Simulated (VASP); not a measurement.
Here is the system:

```yaml
crystal:
  lattice:
    - [3.99000, 0.00000, 0.00000]
    - [0.00000, 3.99000, 0.00000]
    - [0.00000, 0.00000, 3.99000]
  atoms:
    - { symbol: K, position: [0.00000, 0.00000, 0.00000] }
    - { symbol: Ta, position: [0.50000, 0.50000, 0.50000] }
    - { symbol: O, position: [0.50000, 0.00000, 0.50000] }
    - { symbol: O, position: [0.00000, 0.50000, 0.50000] }
    - { symbol: O, position: [0.50000, 0.50000, 0.00000] }
```

The numbers are results of PBEsol GGA, VASP's PBE PAW potentials (set 64) (plane waves; VASP), not measurements. Numerical set-up: 400 eV cut-off, 6×6×6 Γ-centred mesh, Fermi-Dirac smearing of 0.050 eV, potentials K_sv Ta_pv O.

At this cut-off the stress carries a Pulay error, which pulls relaxed volumes low.

**Question.** Give the stress tensor in GPa (positive for a compressed cell).

**Answer.** 
```
-4.71   0.00   0.00
 0.00  -4.71   0.00
 0.00   0.00  -4.71
```
The pressure is its mean diagonal, -4.71 GPa.

The structure is a typed KTaO3 crystal. The cell was not relaxed at this level.
